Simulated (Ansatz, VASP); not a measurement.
# TiB2 in two plane-wave programs, part 2 of 2

Wanted: the spread between two codes on one cell, functional and k mesh. The cell is taken from a series of runs on this material, whose earlier steps may have relaxed, scaled, displaced or heated it; both programs get it as it stands.

VASP 6.6.1 and Ansatz 0.2.0.

So far: Starting point; VASP: zone-centre phonons, PBEsol.

### 3. Ansatz: zone-centre phonons, PBEsol

Level of this step: Ansatz beside VASP: Kohn-Sham DFT, plane waves, PBEsol (Ansatz).

Ansatz runs on its PAW soft_1 files.

The same cell, functional, mesh and smearing now go to Ansatz, which takes its cutoff from its data sets.

The input, input.yaml:

```yaml
crystal:
  lattice:
    - [2.9817777613, 0.0, 0.0]
    - [-1.4908888807, 2.5822952898, 0.0]
    - [0.0, 0.0, 3.1304137337]
  atoms:
    - { symbol: B, position: [0.3333333333, 0.6666666667, 0.5] }
    - { symbol: B, position: [0.6666666667, 0.3333333333, 0.5] }
    - { symbol: Ti, position: [0.0, 0.0, 0.0] }
kpoints:
  mp_grid: { grid: [15, 15, 16] }
hamiltonian:
  xc: pbesol
  pseudopotentials: { kind: paw, azcp: { folder: soft_1 }, xc_functional: pbe }
scf:
  occupations: { method: methfessel_paxton, width: 0.2 }
output:
  eigenvalues: true
phonons:
  method: dfpt
```

On the command line:

```sh
$ ansatz run input.yaml --threads 4 --pin off --max-ram 10240MiB --backend cpu --events-out ev --progress --plain --runs-dir out
```

Numbers of over 12 decimals in the logs are rounded to 6 here.

Log:

```text
zone centre: on kpoints.mp_grid the ground state, and the responses unless they are solved on pairs of k-points, stand on 576 of the mesh's 3600 k-points, reduced under 4 symmetry operations, with k and −k counted as one. Each operation leaves every solved displacement unchanged or reverses it
Engine: ansatz 0.2.0, x86_64-unknown-linux-gnu
Pseudopotentials: kind: paw
Pseudopotential: B, paw, valence charge 3, recommended cutoff 420 eV (normal), soft_1/B.paw.azcp
Pseudopotential: Ti, paw, valence charge 12, recommended cutoff 420 eV (normal), soft_1/Ti.paw.azcp
Functional definition: PBEsol
  exchange = pbesol_x
  correlation = pbesol_c
Crystal: 3 atoms, lattice volume = 24.104 Å³
Basis set: ecut = 420 eV, 455 PW (Γ), exchange–correlation on 40×40×48 points (8 copies of the dense FFT grid, shifted against one another)
Bands: 13, of which v1, the nominal top of the filled ones, is band 9 counted from 1 (8 counted from 0)
Symmetry: 24 space group operations
k-points: 576 of 3600 (irreducible under 4 space group operations, time reversal used)
Non-local potential: B, projectors of the file, l = 0: 2, l = 1: 2, l = 2: 1
Non-local potential: Ti, projectors of the file, l = 0: 3, l = 1: 2, l = 2: 3, l = 3: 1
PAW form: soft (Blöchl's): semilocal exchange-correlation on the pseudo side does not see the compensation charge
PAW frozen core: B, regenerated for the run's functional, and the local potential with it (the file was generated under x = pbe(κ = 0.804, μ = 0.219515), c = pbe(β = 0.066725))
PAW frozen core: Ti, regenerated for the run's functional, and the local potential with it (the file was generated under x = pbe(κ = 0.804, μ = 0.219515), c = pbe(β = 0.066725))
PAW one-centre angular grid: B, 110 points (default); XC on 64 Gauss nodes
PAW one-centre angular grid: Ti, 590 points (default); XC on 64 Gauss nodes
Initial density: superposition of atomic densities (chi_scale 0.1, normalization cell, long waves kept (reshape's long-wave potential 0.00 eV rms))
Initial wavefunctions: pseudopotential atomic-orbital guess
Functional: x = pbesol(κ = 0.804, μ = 0.123457), c = pbesol(β = 0.046)
SCF iter   1: F=—  HF=-2783.817415 eV  |F-HF|=—  |Δ(HF+E_count)|=         —  Δρ=1.12e-1  dr2=4.69e0  ethr=3.10e-3  ⟨swp⟩=4.5  Hψ=35659  notcnv=0
preconditioner: auto → none  [metal: Δε(μ)=0.004 eV  Ē_g=9.887 eV  σ=0.200 eV  W_gap=0.02  n_scr=8 (ndim 8)  ℏωp=23.9 eV  f_vac=0.000  D(μ)=0.39/eV (n_scr^D=0)  sad-step TF]
SCF iter   2: F=—  HF=-2783.175405 eV  |F-HF|=—  |Δ(HF+E_count)|=   6.42e-1  S|Δr|=    0.00e0  Δρ=7.51e-2  dr2=2.26e0  ethr=3.10e-3  ⟨swp⟩=2.0  Hψ=14313  notcnv=0
SCF iter   3: F=—  HF=-2782.595560 eV  |F-HF|=—  |Δ(HF+E_count)|=   5.80e-1  S|Δr|=    0.00e0  Δρ=9.09e-3  dr2=2.26e-2  ethr=3.10e-3  ⟨swp⟩=3.3  Hψ=15556  notcnv=0
SCF iter   4: F=—  HF=-2782.593725 eV  |F-HF|=—  |Δ(HF+E_count)|=   1.83e-3  S|Δr|=    0.00e0  Δρ=1.04e-3  dr2=2.52e-4  ethr=1.25e-4  ⟨swp⟩=2.0  Hψ=13558  notcnv=0
SCF iter   5: F=—  HF=-2782.593757 eV  |F-HF|=—  |Δ(HF+E_count)|=   3.20e-5  S|Δr|=    0.00e0  Δρ=3.09e-4  dr2=3.55e-5  ethr=1.40e-6  ⟨swp⟩=2.0  Hψ=10386  notcnv=0
SCF iter   6: F=—  HF=-2782.593751 eV  |F-HF|=—  |Δ(HF+E_count)|=   6.27e-6  S|Δr|=    0.00e0  Δρ=7.91e-5  dr2=1.79e-6  ethr=1.97e-7  ⟨swp⟩=2.4  Hψ=11053  notcnv=0
SCF iter   7: F=—  HF=-2782.593750 eV  |F-HF|=—  |Δ(HF+E_count)|=   8.81e-7  S|Δr|=    0.00e0  Δρ=4.71e-6  dr2=4.82e-9  ethr=9.95e-9  ⟨swp⟩=2.8  Hψ=11551  notcnv=0
SCF iter   8: F=—  HF=-2782.593750 eV  |F-HF|=—  |Δ(HF+E_count)|=   2.35e-9  S|Δr|=    0.00e0  Δρ=6.95e-7  dr2=1.05e-10  ethr=2.68e-11  ⟨swp⟩=2.2  Hψ=10839  notcnv=0
SCF iter   9: F=-2782.593750 eV  HF=-2782.593750 eV  |F-HF|=6.82e-12  |Δ(HF+E_count)|=  3.32e-11  S|Δr|=    0.00e0  Δρ=1.58e-7  dr2=7.34e-12  ethr=1.00e-12  ⟨swp⟩=5.2  Hψ=27838  notcnv=0
SCF 1 converged in 9 iterations: F = -2782.593750 eV  dr2 = 7.34e-12
  greatest PAW one-centre occupation: 0.998 electrons in one spin orbital (limit 2), on the Ti atom at site 2 (counted from 0), in its partial waves of l = 0
DFPT response loops at Γ: preconditioner auto → Kerker (q_TF=auto, 2.599 Å⁻¹) (partly filled bands, converged f_vac=0.000); β = 1.00, the filter's whole step (`scf.mixing.beta` (0.50) is not read by the response loops under this deck's `scf.mixing.preconditioner`; to damp them name `kerker` or `kerker_dos`, under which they read `scf.mixing.beta`, and type it under 1.00, their step now; both keys bind the ground state too); Broyden in place of MSR1
SCF converged after 9 iterations
Stability not checked: this state was not tested for a lower state beside it, because cold or Methfessel-Paxton smearing, or corrected tetrahedra, fill the levels in a way that the test cannot read (fill_not_monotonic; see scf.lower_state_search)
Free energy (F): -2782.593750 eV
Harris-Foulkes:  -2782.593750 eV  (|F-HF|=6.82e-12)
Internal energy: -2782.593800 eV  (E = F + TS)
E sigma→0 (E₀):  -2782.593762 eV
Entropy (-TS):   0.000051 eV (0.017 meV/atom)
Fermi energy:    16.065105 eV
--- Per-component energies (eV) ---
  E_band       = -76.878902
  E_kinetic    = 388.182931
  E_local      = -805.065610  (includes V_loc(G=0)·N_el)
  E_nonlocal   = 77.606832
  E_hartree    = 334.643938
  E_xc         = -184.971329
  E_vxc        = -227.955769  (∫ρ·V_xc dr)
  E_paw        = -1167.643995  (= ΣΔE_a)
  E_vpaw       = -178.935192  (= ΣTr[D̂ρ^β])
  E_aug_tail   = -0.000061  (compensation charges beyond the density's cutoff)
  E_ewald      = -1425.515312
  E_core_change = 0.168806  (= ΣΔE_core)
  E_smearing   = 0.000051  (= −TS)
  E_closure    = -0.000000  (closes the sum)
  Σ components = -2782.593750   (vs F -2782.593750, Δ=0.00e0)
--- Band table (eV; the first three rows and the last of 576) ---
  k-point 0: bands = [... 5 lower, 13.1938, 13.1938, 13.7662, 13.8920, 18.1380, 18.1380, 20.1218, 20.1218]
  k-point 1: bands = [... 5 lower, 13.0123, 13.2388, 13.2388, 14.5934, 17.9687, 17.9687, 20.0177, 20.0177]
  k-point 2: bands = [... 5 lower, 12.1584, 13.3732, 13.3732, 15.3019, 17.5654, 17.5654, 19.7190, 19.7190]
  k-point 575: bands = [... 5 lower, 9.0408, 10.7835, 11.5381, 13.2650, 18.7318, 19.2302, 20.0753, 21.0781]
--- Phonons (Γ-DFPT): 4 representative perturbations + reference, on 576 of 3600 k-points (Σ response iterations 12) ---
  k mesh reduced under 4 symmetry operations, with k and −k counted as one. Each operation leaves every solved displacement unchanged or reverses it
  ASR residual: 7.159e-5 → 0.000e0 eV/Å²; symmetrization residual: 9.502e-7 eV/Å²
  ASR residual per site (eV/Å²): 3.00e-6 3.00e-6 7.16e-5
  Γ frequencies (cm⁻¹): 0.00 0.00 0.00 558.48 558.48 570.00 582.19 946.99 946.99
  non-analytic LO–TO correction: not included (Born effective charges unavailable; polar crystals: no LO–TO splitting at Γ)
```

### 4. Side by side

Known differences besides the potentials themselves: the cutoff is 420 eV in Ansatz and 500 eV in VASP; Ansatz makes its cores anew for this functional, VASP keeps those of its PBE data sets. Total energies have different zeros and are not compared.

The two programs side by side:

| quantity | Ansatz | VASP | difference |
| --- | --- | --- | --- |
| optical mode 1 to 2 (cm⁻¹) | 558.5 | 558.5 | -0.01 % |
| optical mode 3 (cm⁻¹) | 570.0 | 570.9 | -0.16 % |
| optical mode 4 (cm⁻¹) | 582.2 | 582.1 | +0.02 % |
| optical mode 5 to 6 (cm⁻¹) | 947.0 | 951.0 | -0.42 % |

Modes are paired by rising frequency, not by their patterns, so a pair may set unlike modes beside each other; they are those without the splitting of longitudinal modes.

### 5. Outcome

| Property | Result |
| --- | --- |
| r.m.s. difference of the optical zone-centre modes, each program's sorted by frequency (zone-centre phonons, PBEsol) | 2.3 cm⁻¹ |

**Reading.** The r.m.s. difference of the optical zone-centre modes, each program's sorted by frequency is 2.3 cm⁻¹ (zone-centre phonons, PBEsol). How closely two codes agree says nothing of how well the functional describes the real material.

[Lines on the potential files, build, host, timing and source positions are cut from VASP's logs without a mark.]

[Logs are printed without paths, hosts, clocks, repeated set-up lines and the standing remarks that a program may print on its own settings, such as how far it seeks lower states.]

[Hosts, paths, dates, database ids (printed as entryN), source tags and the programs' standing remarks are cut or masked in the printed files.]
